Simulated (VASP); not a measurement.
OSZICAR of a VASP run on MoTe2 (space group P6_3/mmc):

File OSZICAR:
```
       N       E                     dE             d eps       ncg     rms          rms(c)
DAV:   1     0.261316092868E+03    0.26132E+03   -0.21376E+04   390   0.975E+02
DAV:   2    -0.241463500489E+02   -0.28546E+03   -0.27786E+03   383   0.276E+02
DAV:   3    -0.403754976621E+02   -0.16229E+02   -0.16085E+02   382   0.534E+01
DAV:   4    -0.408112642001E+02   -0.43577E+00   -0.43403E+00   397   0.893E+00
DAV:   5    -0.408261864812E+02   -0.14922E-01   -0.14910E-01   407   0.156E+00    0.225E+01
DAV:   6    -0.399177798928E+02    0.90841E+00   -0.10778E+01   363   0.155E+01    0.917E+00
DAV:   7    -0.398090651062E+02    0.10871E+00   -0.10244E+01   348   0.124E+01    0.650E+00
DAV:   8    -0.393471959071E+02    0.46187E+00   -0.20605E+00   393   0.613E+00    0.317E+00
DAV:   9    -0.393437640968E+02    0.34318E-02   -0.24192E-01   415   0.218E+00    0.126E+00
DAV:  10    -0.393372697683E+02    0.64943E-02   -0.50779E-02   390   0.110E+00    0.359E-01
DAV:  11    -0.393373826404E+02   -0.11287E-03   -0.22698E-03   382   0.228E-01    0.281E-01
DAV:  12    -0.393373202513E+02    0.62389E-04   -0.19847E-04   373   0.750E-02    0.187E-01
DAV:  13    -0.393372766576E+02    0.43594E-04   -0.17402E-04   398   0.655E-02    0.703E-02
DAV:  14    -0.393372774184E+02   -0.76082E-06   -0.49181E-06   348   0.966E-03
   1 F= -.39337277E+02 E0= -.39337277E+02  d E =-.673864E-08
```

**Question.** Which electronic solver shows in the log?

**Answer.** It is blocked Davidson (ALGO = Normal, or the opening steps of other solvers). The INCAR had ALGO = Normal.

**Question.** Can the final energy be trusted as converged?

**Answer.** The run converged. It stopped with EDIFF = 1E-6, NELM = 100 (PBEsol GGA, plane waves, VASP's PBE PAW potentials (set 64)).

The structure is a typed MoTe2 crystal (P6_3/mmc). The cell was not relaxed at this level. The k-mesh is coarse (spacing up to 0.45 per Å, 2π included), so the numbers may not be converged in it. The run is one of a series of settings (GGA = PS, POTCAR Te Mo_sv (PBE.64 set) against the base run), some of them coarse on purpose.
